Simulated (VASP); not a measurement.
# A VASP study of AlPt (PBEsol): structure first, properties next, part 4 of 4

What structure and properties does PBEsol give AlPt, and how near are they to the measured ones? The start is a computed cell from the Materials Project.

VASP 6.6.1, plane waves and PAW; the level of theory is named at each step.

So far. Step 6 (Bands along the symmetry lines (PBEsol + SOC)): Of the bands kept, 8 cross the Fermi level on this path (spinor bands, one electron each). The relaxed cell has a = 4.868 Å (conventional setting).

## 7. Vibrations at Γ (PBEsol)

This step: PBEsol; plane waves and PAW (Al, Pt) (VASP 6.6.1).

Zone-centre modes test whether the atoms sit at a minimum within this cell. IBRION = 8 takes the force constants from linear response, which needs tightly converged orbitals.

File INCAR:

```
SYSTEM = AlPt
PREC = Accurate
ENCUT = 400
EDIFF = 1E-08
NELM = 100
ISMEAR = 1
SIGMA = 0.2
LREAL = .FALSE.
ALGO = Normal
GGA = PS
NBANDS = 34
LASPH = .TRUE.
LORBIT = 11
LWAVE = .FALSE.
LCHARG = .FALSE.
KPAR = 4
IBRION = 8
ISIF = 2
```

File POSCAR:

```
AlPt
1.0
    4.8679349866      0.0000000000      0.0000000000
    0.0000000000      4.8679349866      0.0000000000
    0.0000000000      0.0000000000      4.8679349866
Al Pt
4 4
Direct
    0.8441660006      0.8441660006      0.8441660006
    0.6558339994      0.1558339994      0.3441660006
    0.3441660006      0.6558339994      0.1558339994
    0.1558339994      0.3441660006      0.6558339994
    0.1541907813      0.1541907813      0.1541907813
    0.3458092187      0.8458092187      0.6541907813
    0.6541907813      0.3458092187      0.8458092187
    0.8458092187      0.6541907813      0.3458092187
```

File KPOINTS:

```
Automatic mesh
0
Gamma
6 6 6
0 0 0
```

Potentials, in the order of the species: Al and Pt (PBE family, release 64).

Started as:

```sh
> mpirun -np 4 vasp_std
```

Output:

```text
[... set-up lines as in an earlier step ...]
 entering main loop
       N       E                     dE             d eps       ncg     rms          rms(c)
DAV:   1     0.193465741164E+03    0.19347E+03   -0.20421E+04  1632   0.112E+03
DAV:   2    -0.465660623259E+02   -0.24003E+03   -0.22853E+03  1862   0.236E+02
DAV:   3    -0.554552834637E+02   -0.88892E+01   -0.87318E+01  1998   0.418E+01
DAV:   4    -0.555543339615E+02   -0.99050E-01   -0.98903E-01  1908   0.482E+00
DAV:   5    -0.555555796892E+02   -0.12457E-02   -0.12450E-02  1934   0.541E-01    0.217E+01
DAV:   6    -0.529726846574E+02    0.25829E+01   -0.12636E+01  1730   0.209E+01    0.706E+00
DAV:   7    -0.527433515365E+02    0.22933E+00   -0.59486E-01  1730   0.453E+00    0.426E+00
DAV:   8    -0.526560579784E+02    0.87294E-01   -0.72396E-02  1914   0.143E+00    0.757E-01
DAV:   9    -0.526542928508E+02    0.17651E-02   -0.53967E-03  1922   0.423E-01    0.289E-01
DAV:  10    -0.526542400369E+02    0.52814E-04   -0.83040E-04  1832   0.178E-01    0.511E-02
DAV:  11    -0.526542207053E+02    0.19332E-04   -0.36547E-05  1830   0.373E-02    0.192E-02
DAV:  12    -0.526542194989E+02    0.12064E-05   -0.19519E-06  1886   0.708E-03    0.431E-03
DAV:  13    -0.526542191288E+02    0.37011E-06   -0.10405E-06  1850   0.569E-03    0.254E-03
DAV:  14    -0.526542190918E+02    0.36994E-07   -0.28512E-08  1378   0.951E-04    0.384E-04
DAV:  15    -0.526542191051E+02   -0.13270E-07   -0.15460E-09   934   0.234E-04    0.250E-04
DAV:  16    -0.526542191007E+02    0.43960E-08   -0.24567E-10   900   0.784E-05
   1 F= -.52654219E+02 E0= -.52654700E+02  d E =0.144347E-02
 Linear response reoptimize wavefunctions to high precision
DAV:   1    -0.526542190989E+02    0.18244E-08   -0.55868E-11   892   0.392E-05
DAV:   2    -0.526542190989E+02   -0.10914E-10   -0.12987E-11   868   0.160E-05
 Linear response DOF=           2
 Linear response progress:
  Degree of freedom:   1/  2
       N       E                     dE             d eps       ncg     rms          rms(c)
RMM:   1    -0.105700779470E-01   -0.10570E-01    0.84275E-03 21805   0.553E-01
RMM:   2    -0.865938295298E-02    0.19107E-02   -0.75535E-04 11907   0.100E-01    0.863E-02
RMM:   3    -0.852917334357E-02    0.13021E-03   -0.48124E-04 11971   0.750E-02    0.395E-02
RMM:   4    -0.855388390903E-02   -0.24711E-04   -0.95243E-05 12221   0.354E-02    0.184E-02
RMM:   5    -0.855884528993E-02   -0.49614E-05   -0.11731E-05 12308   0.123E-02    0.915E-03
RMM:   6    -0.856263174427E-02   -0.37865E-05   -0.71436E-07 12409   0.492E-03    0.163E-03
RMM:   7    -0.856283034075E-02   -0.19860E-06   -0.17156E-07 12637   0.117E-03    0.399E-04
RMM:   8    -0.856212674225E-02    0.70360E-06   -0.14351E-08 12793   0.374E-04    0.147E-04
RMM:   9    -0.856193559361E-02    0.19115E-06   -0.20983E-08 12842   0.127E-04    0.546E-05
RMM:  10    -0.856195244464E-02   -0.16851E-07    0.80029E-08 12833   0.545E-05    0.239E-05
RMM:  11    -0.856197439854E-02   -0.21954E-07    0.85901E-09 12793   0.291E-05    0.936E-06
RMM:  12    -0.856197767027E-02   -0.32717E-08    0.14787E-08 12754   0.119E-05    0.329E-06
 first order change of Fermi-energy  -0.23090E-01
 force on displaced ion       1 direction 1 :  -8.412  -0.997  -0.997
 Linear response progress:
  Degree of freedom:   2/  2
       N       E                     dE             d eps       ncg     rms          rms(c)
RMM:   1    -0.267984383708E+00   -0.26798E+00   -0.28151E-01 12448   0.259E+00
RMM:   2    -0.261226500873E+00    0.67579E-02   -0.39485E-03 11442   0.318E-01    0.143E-01
RMM:   3    -0.261211279006E+00    0.15222E-04   -0.24703E-04 12376   0.778E-02    0.782E-02
RMM:   4    -0.261511638209E+00   -0.30036E-03   -0.29899E-04 12381   0.793E-02    0.211E-02
RMM:   5    -0.261544336204E+00   -0.32698E-04   -0.17930E-05 12510   0.196E-02    0.867E-03
RMM:   6    -0.261513590049E+00    0.30746E-04   -0.30699E-06 12571   0.695E-03    0.327E-03
RMM:   7    -0.261495911050E+00    0.17679E-04    0.81869E-08 12743   0.186E-03    0.107E-03
RMM:   8    -0.261482300867E+00    0.13610E-04    0.18701E-07 12819   0.741E-04    0.343E-04
RMM:   9    -0.261477164273E+00    0.51366E-05   -0.66373E-09 12916   0.199E-04    0.874E-05
RMM:  10    -0.261476010007E+00    0.11543E-05   -0.64897E-08 12940   0.813E-05    0.312E-05
RMM:  11    -0.261475754877E+00    0.25513E-06   -0.83048E-09 12944   0.324E-05    0.118E-05
RMM:  12    -0.261475709882E+00    0.44995E-07   -0.42761E-09 12973   0.158E-05    0.348E-06
RMM:  13    -0.261475700489E+00    0.93935E-08   -0.21889E-09 13114   0.656E-06    0.105E-06
 first order change of Fermi-energy  -0.97222E-01
 force on displaced ion       5 direction 1 :  -9.792  -0.006  -0.010
 Linear response finished
```

Elapsed: 3.4 min, on 4 MPI ranks of AMD EPYC 7R43, shared host; peak memory 2.5 GiB.

OUTCAR, selected parts (step 7):

```text
   NELECT =      52.0000    total number of electrons

  Total        0.0016373      0.0016373      0.0016373      0.0000000      0.0000000      0.0000000
  in kB        0.0227403      0.0227403      0.0227403      0.0000000      0.0000000      0.0000000
  external PRESSURE =       0.0227403 kB  Pullay stress =       0.0000000 kB

 POSITION                                       TOTAL-FORCE (eV/Angst)
 -----------------------------------------------------------------------------------
      4.10935      4.10935      4.10935         0.000473      0.000473      0.000473
      3.19256      0.75859      1.67538        -0.000473     -0.000473      0.000473
      1.67538      3.19256      0.75859         0.000473     -0.000473     -0.000473
      0.75859      1.67538      3.19256        -0.000473      0.000473     -0.000473
      0.75059      0.75059      0.75059        -0.000644     -0.000644     -0.000644
      1.68338      4.11734      3.18456         0.000644      0.000644     -0.000644
      3.18456      1.68338      4.11734        -0.000644      0.000644      0.000644
      4.11734      3.18456      1.68338         0.000644     -0.000644      0.000644
 -----------------------------------------------------------------------------------
    total drift:                                0.000000      0.000000      0.000000

 Eigenvectors and eigenvalues of the dynamical matrix
 ----------------------------------------------------

   1 f  =   10.357190 THz    65.076146 2PiTHz  345.478680 cm-1    42.833878 meV
             X         Y         Z           dx          dy          dz
      4.109345  4.109345  4.109345     0.306236    0.413798    0.444042
      3.192557  0.758590  1.675378     0.104842    0.140280   -0.328846
      1.675378  3.192557  0.758590    -0.019185   -0.088045   -0.237524
      0.758590  1.675378  3.192557     0.182209   -0.361563    0.352720
      0.750591  0.750591  0.750591    -0.056345   -0.013133   -0.094079
      1.683377  4.117344  3.184558    -0.078630    0.049249    0.051265
      3.184558  1.683377  4.117344    -0.050342   -0.068664    0.061370
      4.117344  3.184558  1.683377    -0.028057   -0.006281   -0.104184

   2 f  =   10.357190 THz    65.076146 2PiTHz  345.478680 cm-1    42.833878 meV
             X         Y         Z           dx          dy          dz
      4.109345  4.109345  4.109345    -0.378708   -0.216263   -0.167546
      3.192557  0.758590  1.675378    -0.104081    0.156714    0.010461
      1.675378  3.192557  0.758590     0.487052   -0.405678   -0.424795
      0.758590  1.675378  3.192557     0.212425   -0.032700    0.267710
      0.750591  0.750591  0.750591     0.032084    0.099279   -0.024226
      1.683377  4.117344  3.184558     0.062472    0.014212    0.082609
      3.184558  1.683377  4.117344    -0.072351    0.078320    0.034447
      4.117344  3.184558  1.683377    -0.102739   -0.006748    0.023936

   3 f  =   10.357190 THz    65.076146 2PiTHz  345.478680 cm-1    42.833878 meV
             X         Y         Z           dx          dy          dz
      4.109345  4.109345  4.109345     0.035605   -0.143068    0.114989
      3.192557  0.758590  1.675378     0.465449    0.440715   -0.360858
      1.675378  3.192557  0.758590     0.029666   -0.257179   -0.039987
      0.758590  1.675378  3.192557    -0.400178    0.326604   -0.205881
      0.750591  0.750591  0.750591    -0.085607    0.038780    0.045770
      1.683377  4.117344  3.184558    -0.038043   -0.094367    0.045611
      3.184558  1.683377  4.117344     0.061348    0.026153    0.081116
      4.117344  3.184558  1.683377     0.013785   -0.106994    0.010265

   4 f  =    9.180355 THz    57.681869 2PiTHz  306.223666 cm-1    37.966879 meV
             X         Y         Z           dx          dy          dz
      4.109345  4.109345  4.109345     0.307558   -0.452735    0.193466
      3.192557  0.758590  1.675378    -0.352485    0.086352   -0.085956
      1.675378  3.192557  0.758590    -0.366772   -0.089202   -0.103448
[...]
3.192557  0.758590  1.675378     0.056180    0.374759    0.453250
      1.675378  3.192557  0.758590    -0.265718   -0.438955    0.059126
      0.758590  1.675378  3.192557     0.036196   -0.192369   -0.009950
      0.750591  0.750591  0.750591     0.004102    0.091157   -0.034983
      1.683377  4.117344  3.184558    -0.068140    0.068451    0.016671
      3.184558  1.683377  4.117344    -0.038499   -0.044547   -0.077635
      4.117344  3.184558  1.683377     0.033743   -0.067253    0.059324

   7 f  =    9.175715 THz    57.652716 2PiTHz  306.068898 cm-1    37.947690 meV
             X         Y         Z           dx          dy          dz
      4.109345  4.109345  4.109345     0.288625    0.288625    0.288625
      3.192557  0.758590  1.675378    -0.288625   -0.288625    0.288625
      1.675378  3.192557  0.758590     0.288625   -0.288625   -0.288625
      0.758590  1.675378  3.192557    -0.288625    0.288625   -0.288625
      0.750591  0.750591  0.750591     0.005402    0.005402    0.005402
      1.683377  4.117344  3.184558    -0.005402   -0.005402    0.005402
      3.184558  1.683377  4.117344     0.005402   -0.005402   -0.005402
      4.117344  3.184558  1.683377    -0.005402    0.005402   -0.005402

   8 f  =    8.000270 THz    50.267181 2PiTHz  266.860293 cm-1    33.086445 meV
             X         Y         Z           dx          dy          dz
      4.109345  4.109345  4.109345     0.225430    0.171915   -0.397344
      3.192557  0.758590  1.675378    -0.225430   -0.171915   -0.397344
      1.675378  3.192557  0.758590     0.225430   -0.171915    0.397344
      0.758590  1.675378  3.192557    -0.225430    0.171915    0.397344
      0.750591  0.750591  0.750591     0.042928    0.045545   -0.088473
      1.683377  4.117344  3.184558    -0.042928   -0.045545   -0.088473
      3.184558  1.683377  4.117344     0.042928   -0.045545    0.088473
      4.117344  3.184558  1.683377    -0.042928    0.045545    0.088473

   9 f  =    8.000270 THz    50.267181 2PiTHz  266.860293 cm-1    33.086445 meV
             X         Y         Z           dx          dy          dz
      4.109345  4.109345  4.109345    -0.328662    0.359559   -0.030897
      3.192557  0.758590  1.675378     0.328662   -0.359559   -0.030897
      1.675378  3.192557  0.758590    -0.328662   -0.359559    0.030897
      0.758590  1.675378  3.192557     0.328662    0.359559    0.030897
      0.750591  0.750591  0.750591    -0.077375    0.075864    0.001511
      1.683377  4.117344  3.184558     0.077375   -0.075864    0.001511
      3.184558  1.683377  4.117344    -0.077375   -0.075864   -0.001511
      4.117344  3.184558  1.683377     0.077375    0.075864   -0.001511

  10 f  =    7.653592 THz    48.088939 2PiTHz  255.296361 cm-1    31.652700 meV
             X         Y         Z           dx          dy          dz
      4.109345  4.109345  4.109345    -0.162241   -0.215830    0.467085
      3.192557  0.758590  1.675378     0.104246   -0.042364    0.342831
      1.675378  3.192557  0.758590     0.040358   -0.255933    0.440980
      0.758590  1.675378  3.192557    -0.226130   -0.082467    0.368936
      0.750591  0.750591  0.750591    -0.043731    0.083946   -0.131747
      1.683377  4.117344  3.184558     0.074642    0.044802   -0.169454
      3.184558  1.683377  4.117344     0.089059    0.066132   -0.125856
      4.117344  3.184558  1.683377    -0.029315    0.026989   -0.175344

  11 f  =    7.653592 THz    48.088939 2PiTHz  255.296361 cm-1    31.652700 meV
             X         Y         Z           dx          dy          dz
      4.109345  4.109345  4.109345     0.380485   -0.094754   -0.024440
      3.192557  0.758590  1.675378     0.437550   -0.057608    0.197873
      1.675378  3.192557  0.758590     0.464461    0.183260    0.156529
      0.758590  1.675378  3.192557     0.407397    0.220405    0.016904
    [... 145 further lines ...]
      3.184558  1.683377  4.117344    -0.316398   -0.345530   -0.008000
      4.117344  3.184558  1.683377    -0.316400   -0.345528   -0.007997

 ELASTIC MODULI CONTR FROM IONIC RELAXATION (kBar)
 Direction    XX          YY          ZZ          XY          YZ          ZX
 --------------------------------------------------------------------------------
 XX         -77.2250     30.5294     30.5294     -0.0000     -0.0000     -0.0000
 YY          30.5294    -77.2250     30.5294     -0.0000      0.0000      0.0000
 ZZ          30.5294     30.5294    -77.2250      0.0000      0.0000     -0.0000
 XY          -0.0000     -0.0000      0.0000    -60.2329     -0.0000      0.0000
 YZ          -0.0000      0.0000      0.0000     -0.0000    -60.2329     -0.0000
 ZX           0.0000      0.0000     -0.0000      0.0000      0.0000    -60.2329
 --------------------------------------------------------------------------------

[... 10 parts as in an earlier step ...]

[... 1 further part left out ...]
```

Energies printed during the response cycles are not total energies of the cell.

This step gave:

```
bands                     : 34
irreducible k-points      : 24
pressure of the cell      : 0.002274 GPa
largest force of the cell : 0.001116 eV/Å
```

The modes at Γ (shares of kinetic energy by element, %):

| mode | frequency (cm⁻¹) | symmetry | Al % | Pt % |
| --- | --- | --- | --- | --- |
| 1 | 0.0 | acoustic | 12 | 88 |
| 2 | 0.0 | acoustic | 12 | 88 |
| 3 | 0.0 | acoustic | 12 | 88 |
| 4 | 98.4 | A | 0 | 100 |
| 5 | 106.5 | E | 5 | 95 |
| 6 | 106.5 | E | 5 | 95 |
| 7 | 107.0 | T | 5 | 95 |
| 8 | 107.0 | T | 5 | 95 |
| 9 | 107.0 | T | 5 | 95 |
| 10 | 120.3 | T | 3 | 97 |
| 11 | 120.3 | T | 3 | 97 |
| 12 | 120.3 | T | 3 | 97 |
| 13 | 255.3 | T | 88 | 12 |
| 14 | 255.3 | T | 88 | 12 |
| 15 | 255.3 | T | 88 | 12 |
| 16 | 266.9 | E | 95 | 5 |
| 17 | 266.9 | E | 95 | 5 |
| 18 | 306.1 | A | 100 | 0 |
| 19 | 306.2 | T | 96 | 4 |
| 20 | 306.2 | T | 96 | 4 |
| 21 | 306.2 | T | 96 | 4 |
| 22 | 345.5 | T | 95 | 5 |
| 23 | 345.5 | T | 95 | 5 |
| 24 | 345.5 | T | 95 | 5 |

Displacements in mode 4 (98.4 cm⁻¹), the largest set to 1:
```
Al1  0.05  0.05  0.05
Al2 -0.05 -0.05  0.05
Al3  0.05 -0.05 -0.05
Al4 -0.05  0.05 -0.05
Pt5 -1.00 -1.00 -1.00
Pt6  1.00  1.00 -1.00
Pt7 -1.00  1.00  1.00
Pt8  1.00 -1.00  1.00
```

Displacements in mode 12 (120.3 cm⁻¹), the largest set to 1:
```
Al1 -0.07  0.07  0.44
Al2 -0.02  0.21 -0.45
Al3  0.13 -0.23 -0.50
Al4  0.09 -0.08  0.49
Pt5 -0.17 -0.10  0.98
Pt6 -0.16  0.20 -0.98
Pt7  0.16 -0.20 -1.00
Pt8  0.15  0.10  1.00
```

The three acoustic modes come out at zero, and all others are real. By the characters of their eigenvectors the optical modes sort into (cm⁻¹) Raman active: A 98, E 107, T 107, T 120, T 255, E 267, A 306, T 306, T 345; infrared active: T 107, T 120, T 255, T 306, T 345.

## 8. Outcome

```
relaxed volume                            : 14.42 Å³/atom
relaxed conventional cell a, b, c         : 4.868, 4.868, 4.868 Å
space group after relaxing, within 0.02 Å : P2_13 (No. 198)
band gap                                  : none, a metal
DOS at the Fermi level                    : 0.984 states/eV/cell
band gap (PBEsol + SOC)                   : none, a metal
highest zone-centre mode                  : 345 cm⁻¹
```

**Reading.** With PBEsol, AlPt relaxes to 14.42 Å³/atom in space group P2_13 (held by the symmetry of the run) and comes out as a metal. Band structure (PBEsol): Of the bands kept, 4 cross the Fermi level on this path. Bands along the symmetry lines (PBEsol + SOC): Of the bands kept, 8 cross the Fermi level on this path (spinor bands, one electron each). Vibrations at Γ (PBEsol): The highest mode in this list at Γ, 345.5 cm⁻¹, is mostly motion of Al (95 % of the kinetic energy). Modes at Γ alone can't show that the crystal is stable at other wave vectors. No search among competing phases was made, and a listed structure need not be the one stable at ambient conditions. All values are for a static lattice at zero temperature.

Comparison with the measured values:

```
              quantity  measured          PBEsol
lattice constant a (Å)     4.864  4.868 (+0.1 %)
```

Measured values from arxiv:2206.01159 (2022).

How well it matches: The lattice constant a is off by +0.1 %: good agreement. The grades are ours: good and fair within 0.7 and 1.5 % for the lattice constant a. Zero-point motion and thermal expansion (measured at up to 300 K) are not in the computed lattice constants.

[Lines on the potential files, build, host, timing and source positions are cut from VASP's logs without a mark.]

[Logs are printed without paths, hosts, clocks, repeated set-up lines and the standing remarks that a program may print on its own settings, such as how far it seeks lower states.]

[Hosts, paths, dates, database ids (printed as entryN), source tags and the programs' standing remarks are cut or masked in the printed files.]

[A measured line is paired with the nearest computed mode of its activity, which favours agreement.]
